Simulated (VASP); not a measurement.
```
CELL_PARAMETERS angstrom
      4.77394     0.00000     0.00000
      0.00000     4.89371     0.00000
      0.00000     0.00000     7.65971
ATOMIC_POSITIONS crystal
  Te 0.72210 0.52802 0.37620
  Te 0.77790 0.47198 0.87620
  Te 0.22210 0.97198 0.62380
  Te 0.27790 0.02802 0.12380
  O  0.52090 0.13277 0.94174
  O  0.97910 0.86723 0.44174
  O  0.02090 0.36723 0.05826
  O  0.47910 0.63277 0.55826
  O  0.39716 0.24918 0.31110
  O  0.10284 0.75082 0.81110
  O  0.89716 0.25082 0.68890
  O  0.60284 0.74918 0.18890
```

Computed with r2SCAN meta-GGA, VASP's PBE PAW potentials (set 64) (plane waves; VASP). Numerical set-up: 520 eV cut-off, 5×5×4 Γ-centred mesh, tetrahedra with Blöchl corrections, potentials Te O.

Unless said otherwise, spin-orbit coupling is left out, though it shifts the bands of the heavy elements here.

### Question
What does the run give for the energy per atom (σ→0), band gap (over mesh and band path) with the smallest direct gap where there is one?

### Answer

```json
{
  "band gap (over mesh and band path)": "3.45 eV",
  "smallest direct gap (over mesh and band path)": "3.51 eV",
  "energy per atom (σ→0)": "-13.553 eV/atom"
}
```

Only differences to runs with the same potentials and settings are physical.

The structure comes from a computed database's TeO2 entry (P2_12_12_1); how it stands against other phases isn't given here. It was relaxed first.
